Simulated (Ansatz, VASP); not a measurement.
# Sn in two plane-wave programs

Wanted: the spread between two codes on one cell, functional and k mesh. The cell is taken from a series of runs on this material, whose earlier steps may have relaxed, scaled, displaced or heated it; both programs get it as it stands.

Program: Ansatz 0.2.0. Level of theory: plane waves, with VASP 6.6.1 beside it; relaxation of cell and atoms at PBE. Results are calculated unless marked as measured.

### Step 1. The starting structure

Symmetry: I4_1/amd, No. 141, tetragonal system. The conventional cell has a = 5.935 Å, b = 5.935 Å, c = 3.227 Å, α = 90.00°, β = 90.00°, γ = 90.00°. Sn has 6 Sn at 3.08 to 3.23 Å nearest.

### Step 2. VASP: relaxation of cell and atoms, PBE

The relaxed volume is the usual yardstick between codes: in a stiff, nearly cubic crystal its relative difference is about their pressure difference at one cell divided by the bulk modulus.

Lines of VASP's logs that name or quote its potential files are left out, and so is its time.

INCAR reads:

```
SYSTEM = Sn
PREC = Accurate
ENCUT = 500
EDIFF = 1E-07
NELM = 120
ISMEAR = 1
SIGMA = 0.2
LREAL = .FALSE.
ALGO = Normal
GGA = PE
NBANDS = 20
LORBIT = 11
LWAVE = .FALSE.
LCHARG = .FALSE.
ISIF = 3
IBRION = 2
NSW = 80
EDIFFG = -0.005
LASPH = .TRUE.
GGA_COMPAT = .FALSE.
NELMIN = 4
KPAR = 2
```

POSCAR reads:

```
Sn
1.0
   -2.9674900000      2.9674900000      1.6133900000
    2.9674900000     -2.9674900000      1.6133900000
    2.9674900000      2.9674900000     -1.6133900000
Sn
2
Direct
    0.7500000000      0.2500000000      0.5000000000
    0.0000000000      0.0000000000      0.0000000000
```

KPOINTS reads:

```
Automatic mesh
0
Gamma
20 20 20
0 0 0
```

Potentials, in the order of the species: Sn_d (PBE family, release 64).

Started as:

```console
mpirun -np 2 vasp_std
```

Numbers of over 12 decimals in the logs are rounded to 6 here.

The program printed:

```text
[banner, memory and clock lines left out]
running    2 mpi-ranks, on    1 nodes
 distrk:  each k-point on    1 cores,    2 groups
 distr:  one band on    1 cores,    1 groups

 POSCAR found type information on POSCAR Sn
 POSCAR found :  1 types and       2 ions
 LDA part: xc-table for (Slater+PW92), standard interpolation
 POSCAR, INCAR and KPOINTS ok, starting setup
 FFT: planning ... GRIDC
 FFT: planning ... GRID_SOFT
 FFT: planning ... GRID
 WAVECAR not read
 entering main loop
       N       E                     dE             d eps       ncg     rms          rms(c)
DAV:   1     0.214217940319E+03    0.21422E+03   -0.14332E+04 25788   0.209E+03
DAV:   2     0.136648703059E+02   -0.20055E+03   -0.19713E+03 25792   0.445E+02
DAV:   3    -0.695462870005E+01   -0.20619E+02   -0.20443E+02 29136   0.136E+02
DAV:   4    -0.760077290395E+01   -0.64614E+00   -0.64552E+00 28996   0.266E+01
DAV:   5    -0.762762952460E+01   -0.26857E-01   -0.26856E-01 35744   0.508E+00    0.220E+00
DAV:   6    -0.761408314507E+01    0.13546E-01   -0.32867E-02 34792   0.254E+00    0.122E+00
DAV:   7    -0.761139231540E+01    0.26908E-02   -0.18551E-02 34684   0.192E+00    0.163E-01
DAV:   8    -0.761138977464E+01    0.25408E-05   -0.18841E-03 30788   0.586E-01    0.382E-02
DAV:   9    -0.761139640922E+01   -0.66346E-05   -0.58836E-05 35080   0.723E-02    0.140E-02
DAV:  10    -0.761139567699E+01    0.73223E-06   -0.82704E-06 32812   0.387E-02    0.127E-03
DAV:  11    -0.761139585728E+01   -0.18029E-06   -0.40445E-07 29144   0.827E-03    0.101E-03
DAV:  12    -0.761139555587E+01    0.30141E-06   -0.41914E-08 17548   0.239E-03    0.278E-04
DAV:  13    -0.761139558436E+01   -0.28493E-07   -0.80238E-09 16228   0.115E-03
   1 F= -.76113956E+01 E0= -.76116287E+01  d E =-.761140E+01
[...]
2 F= -.76115563E+01 E0= -.76117810E+01  d E =-.160710E-03
[...]
3 F= -.76115905E+01 E0= -.76118108E+01  d E =-.194888E-03
[...]
4 F= -.76115937E+01 E0= -.76118125E+01  d E =-.198097E-03
 curvature:  -0.90 expect dE=-0.530E-04 dE for cont linesearch -0.672E-07
 trial: gam= 0.24462 g(F)=  0.585E-49 g(S)=  0.589E-04 ort = 0.409E-05 (trialstep = 0.114E+01)
 search vector abs. value=  0.743E-04
 bond charge predicted
       N       E                     dE             d eps       ncg     rms          rms(c)
DAV:   1    -0.761274670220E+01   -0.11530E-02   -0.26009E-02 29728   0.222E+00    0.177E-01
DAV:   2    -0.761191490952E+01    0.83179E-03   -0.16851E-03 34084   0.657E-01    0.890E-02
DAV:   3    -0.761163830678E+01    0.27660E-03   -0.71004E-04 34508   0.411E-01    0.166E-02
DAV:   4    -0.761162677091E+01    0.11536E-04   -0.80505E-05 29956   0.109E-01    0.506E-03
DAV:   5    -0.761162561896E+01    0.11519E-05   -0.31384E-06 35976   0.206E-02    0.214E-03
DAV:   6    -0.761162537008E+01    0.24888E-06   -0.37018E-07 26556   0.671E-03    0.320E-04
DAV:   7    -0.761162531858E+01    0.51501E-07   -0.20940E-08 14852   0.204E-03
   5 F= -.76116253E+01 E0= -.76118368E+01  d E =-.316369E-04
 trial-energy change:   -0.000032  1 .order   -0.000033   -0.000069    0.000003
 step:   1.0984(harm=  1.1034)  dis= 0.00000  next Energy=    -7.611625 (dE=-0.317E-04)
 reached required accuracy - stopping structural energy minimisation
```

OUTCAR, selected parts (step 2):

```text
ion  position               nearest neighbor table
   1  0.750  0.250  0.500-   2 3.08   2 3.08   2 3.08   2 3.08
   2  0.000  0.000  0.000-   1 3.08   1 3.08   1 3.08   1 3.08

  LATTYP: Found a body centered tetragonal cell.
 ALAT       =     5.9349800000
 C/A-ratio  =     0.5436884370

 Subroutine GETGRP returns: Found 16 space group operations
 (whereof  8 operations were pure point group operations)

The static configuration has the point symmetry D_2d.
 The point group associated with its full space group is D_4h.

 Found    641 irreducible k-points:

   k-points           NKPTS =    641   k-points in BZ     NKDIM =    641   number of bands    NBANDS=     20

   dimension x,y,z NGX =    36 NGY =   36 NGZ =   36
   dimension x,y,z NGXF=    72 NGYF=   72 NGZF=   72

   ENCUT  =  500.0 eV  36.75 Ry    6.06 a.u.   8.20  8.20  8.20*2*pi/ulx,y,z

   NELECT =      28.0000    total number of electrons

 k-points in reciprocal lattice and weights: Automatic mesh
   0.00000000  0.00000000  0.00000000       0.000
   0.05000000 -0.00000000  0.00000000       0.001
   0.10000000  0.00000000 -0.00000000       0.001
   0.15000000  0.00000000 -0.00000000       0.001
   0.20000000  0.00000000 -0.00000000       0.001
   0.25000000  0.00000000 -0.00000000       0.001
   0.30000000  0.00000000 -0.00000000       0.001
   0.35000000  0.00000000 -0.00000000       0.001
   0.40000000  0.00000000 -0.00000000       0.001
[...]
-0.45000000 -0.45000000  0.45000000       0.000
   0.50000000  0.50000000  0.50000000       0.000

 average (electrostatic) potential at core
       1 -99.5841       2 -99.5841

 E-fermi :   7.4195

 k-point     1 :       0.0000    0.0000    0.0000
  band No.  band energies     occupation
    ...
     10     -13.7310      2.00000
     11      -3.3735      2.00000
     12       3.5950      2.00000
     13       5.5467      2.00000
     14       5.5467      2.00000
     15      10.4500     -0.00000
     16      13.3742      0.00000
     17      13.3742      0.00000
     18      14.0958      0.00000
     19      14.1981      0.00000
    ...

 k-point     2 :       0.0500   -0.0000    0.0000
  band No.  band energies     occupation
    ...
     10     -13.7325      2.00000
     11      -3.3255      2.00000
     12       3.5344      2.00000
     13       5.5514      2.00000
     14       5.6990      2.00000
     15      10.5318     -0.00000
     16      13.1410      0.00000
     17      13.3800      0.00000
     18      13.7130      0.00000
     19      13.7238      0.00000
    ...

 k-point     3 :       0.1000    0.0000   -0.0000
  band No.  band energies     occupation
    ...
     10     -13.7367      2.00000
     11      -3.1813      2.00000
     12       3.4024      2.00000
     13       5.5683      2.00000
     14       6.1032      2.00000
     15      10.7718     -0.00000
     16      12.3145      0.00000
     17      12.7057      0.00000
     18      13.0691      0.00000
     19      13.3652      0.00000
    ...

  Total       -0.0014122     -0.0014122     -0.0008294      0.0000000      0.0000000      0.0000000
  in kB       -0.0398653     -0.0398653     -0.0234134      0.0000000      0.0000000      0.0000000
  external PRESSURE =      -0.0343813 kB  Pullay stress =       0.0000000 kB

  energy-cutoff  :      500.00
  volume of cell :       56.76
      direct lattice vectors                 reciprocal lattice vectors
    -2.972105891  2.972105891  1.606330305     0.000000000  0.168230884  0.311268485
     2.972105891 -2.972105891  1.606330305     0.168230884  0.000000000  0.311268485
     2.972105891  2.972105891 -1.606330305     0.168230884  0.168230884  0.000000000

 POSITION                                       TOTAL-FORCE (eV/Angst)
 -----------------------------------------------------------------------------------
      0.00000      2.97211      0.80317        -0.000000      0.000000     -0.000000
      0.00000      0.00000      0.00000         0.000000     -0.000000      0.000000
 -----------------------------------------------------------------------------------
    total drift:                               -0.000000      0.000000     -0.000000

  FREE ENERGIE OF THE ION-ELECTRON SYSTEM (eV)
  ---------------------------------------------------
  free  energy   TOTEN  =        -7.6116253186 eV

  energy  without entropy=       -7.6122597524  energy(sigma->0) =       -7.61183680

 reached required accuracy - stopping structural energy minimisation

 total charge
# of ion       s       p       d       tot
------------------------------------------
    1        1.242   0.979   9.969  12.189
    2        1.242   0.979   9.969  12.189
--------------------------------------------------
tot          2.483   1.958  19.938  24.379

[... 3 further parts left out ...]
```

CONTCAR:

```
Sn
   1.00000000000000
    -2.9721058906043942    2.9721058906043942    1.6063303045155108
     2.9721058906043942   -2.9721058906043942    1.6063303045155108
     2.9721058906043942    2.9721058906043942   -1.6063303045155108
  Sn
     2
Direct
     0.7500000000000000    0.2500000000000000    0.5000000000000000
     0.0000000000000000    0.0000000000000000    0.0000000000000000
```

The run keeps the 16 symmetry operations of its start, so it cannot find a distortion of lower symmetry.

### Step 3. Ansatz: relaxation of cell and atoms, PBE

Ansatz runs on its default PAW (the set named soft_2) files.

The same cell, functional, mesh and smearing now go to Ansatz, which takes its cutoff from its data sets.

input.yaml reads:

```yaml
crystal:
  lattice:
    - [-2.9674898842, 2.9674898842, 1.6133902867]
    - [2.9674898842, -2.9674898842, 1.6133902867]
    - [2.9674898842, 2.9674898842, -1.6133902867]
  atoms:
    - { symbol: Sn, position: [0.75, 0.25, 0.5] }
    - { symbol: Sn, position: [0.0, 0.0, 0.0] }
kpoints:
  mp_grid: { grid: [20, 20, 20] }
hamiltonian:
  xc: pbe
scf:
  occupations: { method: methfessel_paxton, width: 0.2 }
output:
  forces: true
  stress: true
  eigenvalues: true
relax:
  adjacent_minimum: "off"
  f_tol: 0.001
  max_steps: 60
  cell: { stress_tol: 0.01 }
```

Started as:

```console
ansatz run input.yaml --threads 8 --pin off --max-ram 14336MiB --backend cpu --events-out ev --progress --plain --runs-dir out
```

The program printed:

```text
Engine: ansatz 0.2.0, x86_64-unknown-linux-gnu
Pseudopotentials: kind: paw
Pseudopotential: Sn, paw, valence charge 14, recommended cutoff 420 eV (normal), Sn.paw.azcp
Functional definition: PBE
  parameter kappa = 0.804
  parameter beta = 0.066725
  exchange = pbe_x(kappa = kappa, mu = beta*pi^2/3)
  correlation = pbe_c(beta = beta)
Crystal: 2 atoms, lattice volume = 56.830 Å³
Basis set: ecut = 420 eV, 1129 PW (Γ), exchange–correlation on 64×64×64 points (8 copies of the dense FFT grid, shifted against one another)
Bands: 18, of which v1, the nominal top of the filled ones, is band 14 counted from 1 (13 counted from 0)
Symmetry: 16 space group operations
Space group: I41/amd (ITA 141), of the structure as read, at distance tolerance 3.8e-5 Å
k-points: 641 of 8000
Non-local potential: Sn, projectors of the file, l = 0: 2, l = 1: 2, l = 2: 2, l = 3: 2
PAW form: soft (Blöchl's): semilocal exchange-correlation on the pseudo side does not see the compensation charge
PAW one-centre angular grid: Sn, 590 points (default); XC on 64 Gauss nodes
Initial density: superposition of atomic densities (neutral atoms: chi_scale 0, normalization atom), corrected by the library's trained network
Initial wavefunctions: pseudopotential atomic-orbital guess
Functional: x = pbe(κ = 0.804, μ = 0.219515), c = pbe(β = 0.066725)
SCF iter   1: F=—  HF=-12048.344062 eV  |F-HF|=—  |Δ(HF+E_count)|=         —  Δρ=8.97e-4  dr2=2.89e-4  ethr=1.77e-3  ⟨swp⟩=5.3  Hψ=55415  notcnv=0
preconditioner: auto → Kerker (q_TF=auto, 2.425 Å⁻¹)  [metal: Δε(μ)=0.005 eV  Ē_g=20.081 eV  σ=0.200 eV  W_gap=0.02  n_scr=16 (ndim 8)  ℏωp=26.1 eV  f_vac=0.000  D(μ)=0.95/eV (n_scr^D=4)]
SCF iter   2: F=—  HF=-12048.342808 eV  |F-HF|=—  |Δ(HF+E_count)|=   1.25e-3  S|Δr|=    0.00e0  Δρ=5.58e-4  dr2=1.35e-4  ethr=1.03e-6  ⟨swp⟩=2.2  Hψ=25682  notcnv=0
SCF iter   3: F=—  HF=-12048.342858 eV  |F-HF|=—  |Δ(HF+E_count)|=   4.98e-5  S|Δr|=    0.00e0  Δρ=2.45e-4  dr2=2.29e-5  ethr=4.81e-7  ⟨swp⟩=2.0  Hψ=20503  notcnv=0
SCF iter   4: F=—  HF=-12048.342868 eV  |F-HF|=—  |Δ(HF+E_count)|=   1.04e-5  S|Δr|=    0.00e0  Δρ=1.01e-4  dr2=3.85e-6  ethr=8.17e-8  ⟨swp⟩=2.0  Hψ=14095  notcnv=0
SCF iter   5: F=—  HF=-12048.342866 eV  |F-HF|=—  |Δ(HF+E_count)|=   2.76e-6  S|Δr|=    0.00e0  Δρ=2.25e-5  dr2=2.13e-7  ethr=1.37e-8  ⟨swp⟩=2.0  Hψ=20449  notcnv=0
SCF iter   6: F=-12048.342866 eV  HF=-12048.342866 eV  |F-HF|=5.55e-10  |Δ(HF+E_count)|=   7.16e-8  S|Δr|=    0.00e0  Δρ=1.48e-6  dr2=7.59e-10  ethr=3.57e-10  ⟨swp⟩=6.0  Hψ=53817  notcnv=0
SCF 1 converged in 6 iterations: F = -12048.342866 eV  dr2 = 7.59e-10
  greatest PAW one-centre occupation: 0.991 electrons in one spin orbital (limit 2), on the Sn atom at site 1 (counted from 0), in its partial waves of l = 2
relax step   1: F+E_penalty+E_count = -12048.34286563 eV  Δ(F+E_penalty+E_count) = +0.000e0 eV  max|allowed force component| = 1.735e-18 eV/Å  Δτ_max = 0.0000 Å  P = -0.021 GPa  Ω = 56.830 Å³  (6 SCF iters, dr2 threshold 1.00e-7 eV, accepted)
[...]
relax step   2: F+E_penalty+E_count = -12048.34303591 eV  Δ(F+E_penalty+E_count) = -1.703e-4 eV  max|allowed force component| = 6.072e-18 eV/Å  Δτ_max = 0.0000 Å  P = -0.000 GPa  Ω = 56.803 Å³  energy of the carried Pulay correction = +5.622e-6 eV  (3 SCF iters, dr2 threshold 1.19e-7 eV, accepted)
[...]
relax step   3: F+E_penalty+E_count = -12048.34307202 eV  Δ(F+E_penalty+E_count) = -3.611e-5 eV  max|allowed force component| = 1.388e-17 eV/Å  Δτ_max = 0.0000 Å  P = -0.020 GPa  Ω = 56.825 Å³  energy of the carried Pulay correction = +1.980e-6 eV  (3 SCF iters, dr2 threshold 2.09e-8 eV, accepted)
[...]
relax step   4: F+E_penalty+E_count = -12048.34307905 eV  Δ(F+E_penalty+E_count) = -7.026e-6 eV  max|allowed force component| = 3.469e-18 eV/Å  Δτ_max = 0.0000 Å  P = +0.003 GPa  Ω = 56.797 Å³  energy of the carried Pulay correction = +7.146e-6 eV  (3 SCF iters, dr2 threshold 1.51e-9 eV, accepted)
[...]
relax step   5: F+E_penalty+E_count = -12048.34307156 eV  Δ(F+E_penalty+E_count) = +7.492e-6 eV  max|allowed force component| = 1.041e-17 eV/Å  Δτ_max = 0.0000 Å  P = +0.003 GPa  Ω = 56.797 Å³  stress off target by 3.06e-3 GPa  SCF on the basis re-selected at this cell (its energy is not comparable with the rows above)  (7 SCF iters)
basis re-selected at this cell: Δ(F+E_penalty+E_count) = +7.492e-6 eV, ΔP = -0.000 GPa vs the last step (what re-selecting the basis moved, of the pressure what is left beyond the Pulay correction that the steps carried, after the strain that the cell walked since its last selection, with what the two solves' SCF thresholds leave and, on support functions, any second-order correction that the steps lacked; it is no m [...]
SCF converged after 7 iterations
Stability not checked: this state was not tested for a lower state beside it, because cold or Methfessel-Paxton smearing, or corrected tetrahedra, fill the levels in a way that the test cannot read (fill_not_monotonic; see scf.lower_state_search)
Free energy (F): -12048.343072 eV
Harris-Foulkes:  -12048.343072 eV  (|F-HF|=3.64e-12)
Internal energy: -12048.343708 eV  (E = F + TS)
E sigma→0 (E₀):  -12048.343231 eV
Entropy (-TS):   0.000636 eV (0.318 meV/atom)
Fermi energy:    10.058536 eV
--- Per-component energies (eV) ---
  E_band       = -181.197043
  E_kinetic    = 372.259657
  E_local      = -1762.266663  (includes V_loc(G=0)·N_el)
  E_nonlocal   = -64.877434
  E_hartree    = 1087.500149
  E_xc         = -764.845779
  E_vxc        = -191.674560  (∫ρ·V_xc dr)
  E_paw        = -8272.049323  (= ΣΔE_a)
  E_vpaw       = -709.638327  (= ΣTr[D̂ρ^β])
  E_aug_tail   = -0.000001  (compensation charges beyond the density's cutoff)
  E_ewald      = -2644.064313
  E_smearing   = 0.000636  (= −TS)
  E_closure    = 0.000000  (closes the sum)
  Σ components = -12048.343072   (vs F -12048.343072, Δ=0.00e0)
--- Forces (eV/Å), atoms counted from 1 ---
  atom   1  Sn     0.00000000     0.00000000     0.00000000
  atom   2  Sn    -0.00000000    -0.00000000     0.00000000
  max |Σ_I F_I| component: 6.94e-18 eV/Å
--- Stress (GPa, compression-positive) ---
        0.003065       0.000000      -0.000000
        0.000000       0.003065       0.000000
        0.000000      -0.000000       0.002962
  P = ⅓ Tr σ = 0.0030 GPa (0.030 kbar)
--- Band table (eV; the first three rows and the last of 641) ---
  k-point 0: bands = [... 10 lower, -0.7295, 6.2351, 8.1877, 8.1877, 13.0889, 16.0132, 16.0132, 16.7277]
  k-point 1: bands = [... 10 lower, -0.7080, 6.0533, 8.2132, 8.3293, 13.1893, 15.7714, 15.8806, 16.7937]
  k-point 2: bands = [... 10 lower, -0.6435, 5.6212, 8.2897, 8.6446, 13.4862, 15.2634, 15.5308, 16.7214]
  k-point 640: bands = [... 10 lower, 2.6084, 2.6084, 5.5152, 5.5152, 15.0980, 15.0980, 18.9303, 18.9303]
--- Relaxed structure (4 steps of the walk, 4 accepted, 1 SCFs on fresh bases) ---
  F+E_penalty+E_count = -12048.34307156 eV   max|allowed force component| = 1.041e-17 eV/Å   (the final SCF, on the basis selected at the relaxed cell)
  cell:  # Å, volume = 56.7973 Å³
    - [-2.972614, 2.972614, 1.606906]
    - [2.972614, -2.972614, 1.606906]
    - [2.972614, 2.972614, -1.606906]
  atoms:
    - { symbol: Sn, position: [0.75, 0.250000, 0.500000] }
    - { symbol: Sn, position: [0, 0, 0] }
```

### Step 4. Differences

Known differences besides the potentials themselves: the cutoff is 420 eV in Ansatz and 500 eV in VASP; Ansatz adds a Pulay correction to the stress that steers its cell, VASP none. Total energies have different zeros and are not compared.

Compared:

| quantity | Ansatz | VASP | difference |
| --- | --- | --- | --- |
| volume (Å³) | 56.80 | 56.76 | +0.07 % |
| edge a after relaxation, in the typed setting (Å) | 4.501 | 4.500 | +0.02 % |

### Step 5. What came out

| Quantity | Value |
| --- | --- |
| difference in volume (relaxation of cell and atoms, PBE) | 0.070 % |

**Reading.** The difference in volume is 0.070 % (relaxation of cell and atoms, PBE), within the 1.2 % picked in this series as the mark of a large difference, as far as the stopping tolerances let one tell. How closely two codes agree says nothing of how well the functional describes the real material.

[Lines on the potential files, build, host, timing and source positions are cut from VASP's logs without a mark.]

[Logs are printed without paths, hosts, clocks, repeated set-up lines and the standing remarks that a program may print on its own settings, such as how far it seeks lower states.]

[Hosts, paths, dates, database ids (printed as entryN), source tags and the programs' standing remarks are cut or masked in the printed files.]
